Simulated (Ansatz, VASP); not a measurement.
# One calculation of MgZr2O3, two programs

```
Mg Zr O
1.0
     2.99961    0.00000    0.00000
    -1.49981    2.59774    0.00000
     0.00000    0.00000    8.69754
Mg Zr O
1 2 3
Cartesian
  0.0000 0.0000 4.3488
  0.0000 1.7318 1.5561
  1.4998 0.8659 7.1414
  0.0000 1.7318 5.5397
  1.4998 0.8659 3.1579
  0.0000 0.0000 0.0000
```

Change from the starting cell: species swapped into the NaFe2O3 type (P-3m1, No. 164).

Alike in both runs: functional PBE; k mesh 12 × 12 × 4; occupations gaussian, width 0.1 eV; no spin polarisation.

Ansatz relaxed the structure, and its values are those at the end. VASP's run is a single point on that final structure, the one shown.

|  | VASP | Ansatz |
| --- | --- | --- |
| version | VASP 6.6.1 | Ansatz 0.2.0 |
| potentials or method | VASP PAW PBE potentials, release 64 (Mg, Zr_sv, O) | scalar-relativistic, plane waves, PAW |
| plane-wave cutoff (eV) | 520 | 420 |
| valence electrons in the cell | 44 | 52 |

|  | VASP | Ansatz | Ansatz less VASP |
| --- | --- | --- | --- |
| gap on the k mesh at the Fermi level (eV) | none | none | - |
| pressure (GPa) | 0.0 | 0.0 | -0.01 |
| rms of the force components (eV/Å) | 0.014 | 0.000 | -0.0135 |

A gap of «none» marks a metal or a gap that the smearing closes. The functional is the same, so the differences come from potentials, cutoffs and numerics. The two sets of potentials don't hold the same shells in valence.
